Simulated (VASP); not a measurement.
Input:

```xyz
2
Lattice="0.0000 3.1938 3.1938 3.1938 0.0000 3.1938 3.1938 3.1938 0.0000" Properties=species:S:1:pos:R:3 pbc="T T T"
Sc     6.3876     3.1938     3.1938
Te     1.5969     1.5969     1.5969
```

Computed with LDA (Ceperley-Alder, Perdew-Zunger), VASP's LDA PAW potentials (set 64) (plane waves; VASP). Numerical set-up: 400 eV cut-off, Gaussian smearing of 0.050 eV, potentials Sc_sv Te.

Task: Give the energies of bands 6 to 11 at the high-symmetry points, in eV from the Fermi level.

Result: 
```tsv
band	Γ	X	U	L	W
6	-3.32	-4.96	-4.59	-4.95	-4.24
7	-3.32	-3.21	-3.91	-3.21	-4.23
8	-3.32	-3.21	-3.19	-3.21	-3.33
9	0.54	-0.65	-0.43	0.59	-0.51
10	0.54	0.46	0.58	0.70	0.40
11	0.99	0.99	0.67	0.70	0.89
```

It has no gap at this level: it comes out as a metal or semimetal.

The structure was generated: ScTe was put into the zinc blende type (F-43m), which need not be its known phase. It was relaxed first, which changed the volume by -28 %. The electron count is odd and the run is not spin-polarised, which forces a metal.
